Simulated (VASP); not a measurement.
# TbO (Pm-3m) in VASP: single point with r2SCAN+U

Aim: the single point of TbO with r2SCAN+U.

All numbers are computed with VASP 6.6.1; they aren't measurements. Logs are shortened: lines on timing, memory, paths and dates and some standing lists are left out, and cuts for length are marked.

**1. Starting point**

Symmetry: Pm-3m, No. 221, cubic system. The conventional cell has a = 2.784 Å, b = 2.784 Å, c = 2.784 Å, α = 90.00°, β = 90.00°, γ = 90.00°. Tb (site symmetry m-3m) is surrounded by 8 O at 2.41 Å. O (site symmetry m-3m) is surrounded by 8 Tb at 2.41 Å.

The cell comes from a database or a generator and needn't be the stable form of this composition.

**2. Single point, r2SCAN+U**

INCAR

```
SYSTEM = TbO
PREC = Accurate
ENCUT = 520
EDIFF = 1E-7
ISMEAR = 0
SIGMA = 0.05
LREAL = .False.
LASPH = .True.
NELM = 120
ALGO = Normal
ISIF = 2
LWAVE = .False.
LCHARG = .False.
LMAXMIX = 6
LDAU = .True.
LDAUTYPE = 2
LDAUL = 3 -1
LDAUU = 3 0
LDAUJ = 0 0
LDAUPRINT = 1
METAGGA = R2SCAN
LMIXTAU = .True.
```

KPOINTS

```
Automatic mesh
0
Gamma
  7 7 7
  0 0 0
```

POSCAR

```
TbO
1.0
    2.7838380500      0.0000000000      0.0000000000
    0.0000000000      2.7838380500      0.0000000000
    0.0000000000      0.0000000000      2.7838380500
Tb O
1 1
Direct
    0.0000000000      0.0000000000      0.0000000000
    0.5000000000      0.5000000000      0.5000000000
```

Potentials or basis: VASP PAW PBE potentials, release 64 (Tb, O).

Started as:

```
cat potpaw_PBE.64/Tb/POTCAR potpaw_PBE.64/O/POTCAR > POTCAR
mpirun -np 1 vasp_std > vasp.out
```

OUTCAR:

```text
SYSTEM = TbO
   PREC = Accurate
   ENCUT = 520
   EDIFF = 1E-7
   ISMEAR = 0
   LREAL = .False.
   LASPH = .True.
   NELM = 120
   ISIF = 2
   METAGGA = R2SCAN

 ion  position               nearest neighbor table
   1  0.000  0.000  0.000-   2 2.41   2 2.41   2 2.41   2 2.41   2 2.41   2 2.41   2 2.41   2 2.41

   2  0.500  0.500  0.500-   1 2.41   1 2.41   1 2.41   1 2.41   1 2.41   1 2.41   1 2.41   1 2.41

  LATTYP: Found a simple cubic cell.
 ALAT       =     2.7838380500

  Lattice vectors:

 A1 = (   2.7838380500,   0.0000000000,   0.0000000000)
 A2 = (   0.0000000000,   2.7838380500,   0.0000000000)
 A3 = (   0.0000000000,   0.0000000000,   2.7838380500)

Analysis of symmetry for initial positions (statically):
=====================================================================
 Subroutine PRICEL returns:
 Original cell was already a primitive cell.

 Routine SETGRP: Setting up the symmetry group for a
 simple cubic supercell.

 Subroutine GETGRP returns: Found 48 space group operations
 (whereof 48 operations were pure point group operations)
 out of a pool of 48 trial point group operations.

The static configuration has the point symmetry O_h .

Analysis of symmetry for dynamics (positions and initial velocities):
=====================================================================
 Subroutine PRICEL returns:
 Original cell was already a primitive cell.

 Routine SETGRP: Setting up the symmetry group for a
 simple cubic supercell.

 Subroutine GETGRP returns: Found 48 space group operations
 (whereof 48 operations were pure point group operations)
 out of a pool of 48 trial point group operations.

The dynamic configuration has the point symmetry O_h .

 Subroutine INISYM returns: Found 48 space group operations
 (whereof 48 operations are pure point group operations),
 and found     1 'primitive' translations

----------------------------------------------------------------------------------------

                                     Primitive cell

  volume of cell :      21.5741

  direct lattice vectors                    reciprocal lattice vectors
     2.783838050  0.000000000  0.000000000     0.359216299  0.000000000  0.000000000
     0.000000000  2.783838050  0.000000000     0.000000000  0.359216299  0.000000000
     0.000000000  0.000000000  2.783838050     0.000000000  0.000000000  0.359216299

  length of vectors
     2.783838050  2.783838050  2.783838050     0.359216299  0.359216299  0.359216299

  position of ions in fractional coordinates (direct lattice)
     0.000000000  0.000000000  0.000000000
     0.500000000  0.500000000  0.500000000

  ion indices of the primitive-cell ions
   primitive index   ion index
                 1           1
                 2           2

----------------------------------------------------------------------------------------

 KPOINTS: Automatic mesh

Automatic generation of k-mesh.
 Grid dimensions read from file:
 generate k-points for:    7    7    7

 Generating k-lattice:

  Cartesian coordinates                     Fractional coordinates (reciprocal lattice)
     0.051316614  0.000000000  0.000000000     0.142857143  0.000000000  0.000000000
[... 78 lines left out ...]
   LORBIT       =      0    0 simple, 1 ext, 2 COOP (PROOUT), +10 PAW based schemes
 LDA+U is selected, type is set to LDAUTYPE =  2
   angular momentum for each species LDAUL =     3   -1
   U (eV)           for each species LDAUU =   3.0  0.0
   J (eV)           for each species LDAUJ =   0.0  0.0
   METAGGA = R2SCAN    functional components
   LHFCALC =     F    Hartree Fock is set to
   AEXX    =    0.0000 exact exchange contribution
   IVDW    =     0    specifies the selected vdW correction
   LEPSILON=     F    determine dielectric tensor
   LRPA    =     F    only Hartree local field effects (RPA)
 non-spin polarized calculation
 Gauss-broadening in eV      SIGMA  =   0.05
  energy-cutoff  :      520.00
  volume of cell :       21.57
 maximum number of plane-waves:       589
 NGX is ok and might be reduce to    24
   NGX = 11   NGY = 11   NGZ = 11

atom =   1  type =  1  l = 3

 onsite density matrix

spin component  1

  0.5244 -0.0000 -0.0800  0.0000 -0.0000  0.0000  0.0000
 -0.0000  0.9920 -0.0000 -0.0000  0.0000 -0.0000 -0.0000
 -0.0800 -0.0000  0.5657  0.0000  0.0000 -0.0000  0.0000
  0.0000 -0.0000  0.0000  0.4624  0.0000 -0.0000  0.0000
 -0.0000  0.0000  0.0000  0.0000  0.5657  0.0000  0.0800
  0.0000 -0.0000 -0.0000 -0.0000  0.0000  0.6276 -0.0000
  0.0000 -0.0000  0.0000  0.0000  0.0800 -0.0000  0.5244

spin component  2

  0.5244 -0.0000 -0.0800  0.0000 -0.0000  0.0000  0.0000
 -0.0000  0.9920 -0.0000 -0.0000  0.0000 -0.0000 -0.0000
 -0.0800 -0.0000  0.5657  0.0000  0.0000 -0.0000  0.0000
  0.0000 -0.0000  0.0000  0.4624  0.0000 -0.0000  0.0000
 -0.0000  0.0000  0.0000  0.0000  0.5657  0.0000  0.0800
  0.0000 -0.0000 -0.0000 -0.0000  0.0000  0.6276 -0.0000
  0.0000 -0.0000  0.0000  0.0000  0.0800 -0.0000  0.5244

 occupancies and eigenvectors

  o =  0.4624  v =  0.0000 -0.0000  0.0000  1.0000 -0.0045  0.0000  0.0058  0.0000  0.0000  0.0000  0.0000  0.0000  0.0000  0.0000      0.0000  0.0000  0.0000  0.0000  0.0000  0.0000  0.0000  0.0000  0.0000  0.0000  0.0000  0.0000  0.0000  0.0000
  o =  0.4624  v =  0.0000  0.0000  0.0000  0.0000  0.0000  0.0000  0.0000  0.0000 -0.0000  0.0000  1.0000 -0.0045  0.0000  0.0058      0.0000  0.0000  0.0000  0.0000  0.0000  0.0000  0.0000  0.0000  0.0000  0.0000  0.0000  0.0000  0.0000  0.0000
  o =  0.4624  v =  0.0000  0.0000  0.0000  0.0000  0.0000  0.0000  0.0000 -0.7906  0.0000 -0.6124  0.0000 -0.0000  0.0000  0.0000      0.0000  0.0000  0.0000  0.0000  0.0000  0.0000  0.0000  0.0000  0.0000  0.0000  0.0000  0.0000  0.0000  0.0000
  o =  0.4624  v = -0.7906  0.0000 -0.6124  0.0000 -0.0000  0.0000  0.0000  0.0000  0.0000  0.0000  0.0000  0.0000  0.0000  0.0000      0.0000  0.0000  0.0000  0.0000  0.0000  0.0000  0.0000  0.0000  0.0000  0.0000  0.0000  0.0000  0.0000  0.0000
  o =  0.4624  v =  0.0000 -0.0000 -0.0000  0.0073  0.6124 -0.0000 -0.7905  0.0000  0.0000  0.0000  0.0000  0.0000  0.0000  0.0000      0.0000  0.0000  0.0000  0.0000  0.0000  0.0000  0.0000  0.0000  0.0000  0.0000  0.0000  0.0000  0.0000  0.0000
  o =  0.4624  v =  0.0000  0.0000  0.0000  0.0000  0.0000  0.0000  0.0000  0.0000 -0.0000 -0.0000  0.0073  0.6124 -0.0000 -0.7905      0.0000  0.0000  0.0000  0.0000  0.0000  0.0000  0.0000  0.0000  0.0000  0.0000  0.0000  0.0000  0.0000  0.0000
  o =  0.6276  v =  0.0000  0.0000  0.0000 -0.0000  0.0039  1.0000  0.0030  0.0000  0.0000  0.0000  0.0000  0.0000  0.0000  0.0000      0.0000  0.0000  0.0000  0.0000  0.0000  0.0000  0.0000  0.0000  0.0000  0.0000  0.0000  0.0000  0.0000  0.0000
  o =  0.6276  v =  0.0000  0.0000  0.0000  0.0000  0.0000  0.0000  0.0000  0.0000  0.0000  0.0000 -0.0000  0.0039  1.0000  0.0030      0.0000  0.0000  0.0000  0.0000  0.0000  0.0000  0.0000  0.0000  0.0000  0.0000  0.0000  0.0000  0.0000  0.0000
  o =  0.6276  v =  0.6124  0.0000 -0.7906  0.0000 -0.0000  0.0000  0.0000  0.0000  0.0000  0.0000  0.0000  0.0000  0.0000  0.0000      0.0000  0.0000  0.0000  0.0000  0.0000  0.0000  0.0000  0.0000  0.0000  0.0000  0.0000  0.0000  0.0000  0.0000
  o =  0.6276  v =  0.0000  0.0000 -0.0000  0.0000 -0.7906  0.0049 -0.6124  0.0000  0.0000  0.0000  0.0000  0.0000  0.0000  0.0000      0.0000  0.0000  0.0000  0.0000  0.0000  0.0000  0.0000  0.0000  0.0000  0.0000  0.0000  0.0000  0.0000  0.0000
  o =  0.6276  v =  0.0000  0.0000  0.0000  0.0000  0.0000  0.0000  0.0000  0.0000  0.0000 -0.0000  0.0000 -0.7906  0.0049 -0.6124      0.0000  0.0000  0.0000  0.0000  0.0000  0.0000  0.0000  0.0000  0.0000  0.0000  0.0000  0.0000  0.0000  0.0000
  o =  0.6276  v =  0.0000  0.0000  0.0000  0.0000  0.0000  0.0000  0.0000  0.6124  0.0000 -0.7906  0.0000 -0.0000  0.0000  0.0000      0.0000  0.0000  0.0000  0.0000  0.0000  0.0000  0.0000  0.0000  0.0000  0.0000  0.0000  0.0000  0.0000  0.0000
  o =  0.9920  v =  0.0000 -1.0000  0.0000 -0.0000 -0.0000  0.0000 -0.0000  0.0000  0.0000  0.0000  0.0000  0.0000  0.0000  0.0000      0.0000  0.0000  0.0000  0.0000  0.0000  0.0000  0.0000  0.0000  0.0000  0.0000  0.0000  0.0000  0.0000  0.0000
  o =  0.9920  v =  0.0000  0.0000  0.0000  0.0000  0.0000  0.0000  0.0000  0.0000 -1.0000  0.0000 -0.0000 -0.0000  0.0000 -0.0000      0.0000  0.0000  0.0000  0.0000  0.0000  0.0000  0.0000  0.0000  0.0000  0.0000  0.0000  0.0000  0.0000  0.0000

 number of electron      25.0000005 magnetization

 Free energy of the ion-electron system (eV)
  ---------------------------------------------------
  ext. energy  EPLUGINS =         0.00000000
  ---------------------------------------------------
  free energy    TOTEN  =       -36.93262495 eV

  energy without entropy =      -36.90312379  energy(sigma->0) =      -36.91787437

 E-fermi :   7.3636     XC(G=0): -14.5335

 val. band max:        7.3564288993   @ k =   0.4286   0.4286   0.2857
 cond. band min:       7.3664061615   @ k =   0.2857   0.2857   0.1429
 fundamental gap:      0.0099772622
 Fermi energy:         7.3636451144

 k-point     1 :       0.0000    0.0000    0.0000
  band No.  band energies     occupation
      1     -38.3624      2.00000
      2     -13.9893      2.00000
      3     -13.5025      2.00000
      4     -13.5025      2.00000
      5     -13.5025      2.00000
      6       3.4800      2.00000
[... 357 lines left out ...]
      3     -15.5080      2.00000
      4     -15.5080      2.00000
      5     -12.9318      2.00000
      6      -0.7819      2.00000
[... 8 lines left out ...]
     15       7.4739      0.00182
     16      14.2961      0.00000

------------------------ aborting loop because EDIFF is reached ----------------------------------------

  FORCE on cell =-STRESS in cart. coord.  units (eV):
  Direction    XX          YY          ZZ          XY          YZ          ZX
  --------------------------------------------------------------------------------------
  -------------------------------------------------------------------------------------
  Total        5.1878648      5.1878648      5.1878648     -0.0000000     -0.0000000      0.0000000
  in kB      385.2718967    385.2718967    385.2718967     -0.0000000     -0.0000000      0.0000000
  external PRESSURE =     385.2718967 kB  Pullay stress =       0.0000000 kB

 VOLUME and BASIS-vectors are now :
 -----------------------------------------------------------------------------
  energy-cutoff  :      520.00
  volume of cell :       21.57
      direct lattice vectors                 reciprocal lattice vectors
     2.783838050  0.000000000  0.000000000     0.359216299  0.000000000  0.000000000
     0.000000000  2.783838050  0.000000000     0.000000000  0.359216299  0.000000000
     0.000000000  0.000000000  2.783838050     0.000000000  0.000000000  0.359216299

 POSITION                                       TOTAL-FORCE (eV/Angst)
 -----------------------------------------------------------------------------------
      0.00000      0.00000      0.00000         0.000000      0.000000      0.000000
      1.39192      1.39192      1.39192         0.000000      0.000000      0.000000
 -----------------------------------------------------------------------------------
    total drift:                                0.000000      0.000000     -0.000000

  FREE ENERGIE OF THE ION-ELECTRON SYSTEM (eV)
  ---------------------------------------------------
  free  energy   TOTEN  =       -36.9326249451 eV

  energy  without entropy=      -36.9031237854  energy(sigma->0) =      -36.91787437
```

Wall time 72 s (1 thread of Intel Xeon 6975P-C (Granite Rapids), shared host); peak memory 0.16 GiB.

What came out:

```yaml
Free_energy: -36.9326 eV
Pressure: 38.5 GPa
Band_gap_on_the_k_mesh: none (metal or under the smearing width)
```

Eigenvalues of the final occupation matrices:
| site | spin | trace | eigenvalues |
| --- | --- | --- | --- |
| site 1 f | 1 | 4.26 | 0.46 0.46 0.46 0.63 0.63 0.63 0.99 |
| site 1 f | 2 | 4.26 | 0.46 0.46 0.46 0.63 0.63 0.63 0.99 |

Caveat: a pressure of tens of GPa on the cell as given is suspect, and the run, the potentials or the cell itself is likely at fault; the PAW data sets were made with another functional, which shifts forces and pressure a little; an odd number of electrons without spin polarisation forces a metal; a magnetic or distorted state may lie lower; the run has no spin polarisation, though such a crystal can be magnetic; U without spin polarisation on a metal has little footing. The run has no spin-orbit coupling, so splittings on Tb are missing.
